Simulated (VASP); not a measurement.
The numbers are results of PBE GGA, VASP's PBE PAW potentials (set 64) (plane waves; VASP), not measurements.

Input for VASP

### POSCAR
```
CdF2
3.8447160
  0.0000000000   0.7071067419   0.7071067419
  0.7071067419   0.0000000000   0.7071067419
  0.7071067419   0.7071067419   0.0000000000
Cd F
1 2
Cart
  0.7071067419   0.0000000000   0.7071067419
  0.3535533709   0.3535533709   0.3535533709
  1.0606601128   1.0606601128   1.0606601128
```

### KPOINTS
```
Automatic mesh
0
Gamma
7 7 7
0 0 0
```

INCAR:
```
ALGO = Normal
EDIFF = 1E-7
ENCUT = 520
GGA = PE
ISIF = 2
ISMEAR = 0
LASPH = .True.
LCHARG = .False.
LMAXMIX = 4
LREAL = .False.
LWAVE = .False.
NELM = 100
PREC = Accurate
SIGMA = 0.05
SYSTEM = CdF2
```

POTCAR, in this order: Cd F (PBE.64 set). Program: vasp_std.

Output of the run:

File OSZICAR:
```
       N       E                     dE             d eps       ncg     rms          rms(c)
DAV:   1     0.214071844521E+03    0.21407E+03   -0.16010E+04   680   0.156E+03
DAV:   2    -0.361562477288E+01   -0.21769E+03   -0.21194E+03   806   0.392E+02
DAV:   3    -0.125877351065E+02   -0.89721E+01   -0.89584E+01   707   0.894E+01
DAV:   4    -0.126375044546E+02   -0.49769E-01   -0.49761E-01   796   0.653E+00
DAV:   5    -0.126376918474E+02   -0.18739E-03   -0.18739E-03   752   0.342E-01    0.101E+01
DAV:   6    -0.108672457082E+02    0.17704E+01   -0.53282E+00   877   0.447E+01    0.730E+00
DAV:   7    -0.109091348872E+02   -0.41889E-01   -0.88405E-01   681   0.990E+00    0.422E+00
DAV:   8    -0.109011548757E+02    0.79800E-02   -0.16545E-01   748   0.411E+00    0.744E-01
DAV:   9    -0.108917466476E+02    0.94082E-02   -0.42607E-02   841   0.255E+00    0.948E-02
DAV:  10    -0.108923016615E+02   -0.55501E-03   -0.31405E-03   702   0.720E-01    0.119E-01
DAV:  11    -0.108923869898E+02   -0.85328E-04   -0.16199E-04   731   0.162E-01    0.446E-02
DAV:  12    -0.108924200243E+02   -0.33035E-04   -0.73759E-05   700   0.794E-02    0.171E-02
DAV:  13    -0.108924218469E+02   -0.18226E-05   -0.51894E-06   760   0.207E-02    0.550E-03
DAV:  14    -0.108924217620E+02    0.84992E-07   -0.12203E-06   689   0.173E-02    0.136E-03
DAV:  15    -0.108924218130E+02   -0.51035E-07   -0.72072E-08   568   0.384E-03
   1 F= -.10892422E+02 E0= -.10892422E+02  d E =-.347721E-13
```

OUTCAR:
```
------------------------ aborting loop because EDIFF is reached ----------------------------------------
  FORCE on cell =-STRESS in cart. coord.  units (eV):
  Direction    XX          YY          ZZ          XY          YZ          ZX
  --------------------------------------------------------------------------------------
  Total        0.7584056      0.7584056      0.7584056      0.0000000      0.0000000      0.0000000
  in kB       30.2366981     30.2366981     30.2366981      0.0000000      0.0000000      0.0000000
  external PRESSURE =      30.2366981 kB  Pullay stress =       0.0000000 kB
  volume of cell :       40.19
      direct lattice vectors                 reciprocal lattice vectors
     0.000000000  2.718624604  2.718624604    -0.183916529  0.183916529  0.183916529
     2.718624604  0.000000000  2.718624604     0.183916529 -0.183916529  0.183916529
     2.718624604  2.718624604  0.000000000     0.183916529  0.183916529 -0.183916529
 POSITION                                       TOTAL-FORCE (eV/Angst)
 -----------------------------------------------------------------------------------
      0.00000      0.00000      0.00000        -0.000000     -0.000000     -0.000000
      1.35931      1.35931      1.35931        -0.000000     -0.000000      0.000000
      4.07794      4.07794      4.07794         0.000000      0.000000      0.000000
 -----------------------------------------------------------------------------------
    total drift:                                0.000000     -0.000000      0.000000
  FREE ENERGIE OF THE ION-ELECTRON SYSTEM (eV)
  ---------------------------------------------------
  free  energy   TOTEN  =       -10.8924218130 eV

  energy  without entropy=      -10.8924218130  energy(sigma->0) =      -10.89242181
```
(Selected blocks of OUTCAR.)

### OUTCAR
```
 val. band max:       -1.5708024286   @ k =  -0.2857   0.4286   0.1429

 cond. band min:       1.4582749599   @ k =   0.0000   0.0000   0.0000


 Fermi energy:        -1.3199579795

 k-point     1 :       0.0000    0.0000    0.0000
  band No.  band energies     occupation
      1     -22.1697      2.00000
      2     -21.1394      2.00000
      3      -7.0508      2.00000
      4      -7.0508      2.00000
      5      -7.0508      2.00000
      6      -5.9593      2.00000
      7      -5.9593      2.00000
      8      -2.4171      2.00000
      9      -2.4171      2.00000
     10      -2.4171      2.00000
     11      -2.0451      2.00000
     12      -2.0451      2.00000
     13      -2.0451      2.00000
     14       1.4583      0.00000
     15      11.0579      0.00000
     16      11.0579      0.00000
     17      11.0579      0.00000

 k-point     2 :       0.1429    0.0000    0.0000
  band No.  band energies     occupation
      1     -22.1102      2.00000
      2     -21.1922      2.00000
      3      -6.9806      2.00000
      4      -6.9806      2.00000
      5      -6.8511      2.00000
      6      -5.9780      2.00000
      7      -5.9780      2.00000
      8      -2.9953      2.00000
      9      -2.5609      2.00000
     10      -2.5609      2.00000
     11      -2.1789      2.00000
     12      -2.0174      2.00000
     13      -2.0174      2.00000
     14       2.1836      0.00000
     15      10.1830      0.00000
     16      11.3395      0.00000
     17      11.3395      0.00000

 k-point     3 :       0.2857    0.0000    0.0000
  band No.  band energies     occupation
      1     -21.9519      2.00000
      2     -21.3330      2.00000
      3      -6.8353      2.00000
      4      -6.8353      2.00000
      5      -6.3395      2.00000
      6      -5.9791      2.00000
      7      -5.9791      2.00000
      8      -3.7729      2.00000
      9      -2.8989      2.00000
     10      -2.8989      2.00000
     11      -2.8043      2.00000
...
```

The compound is CdF2 in the fluorite structure. This cell is one point of a volume scan, at 0.97 of the reference volume.
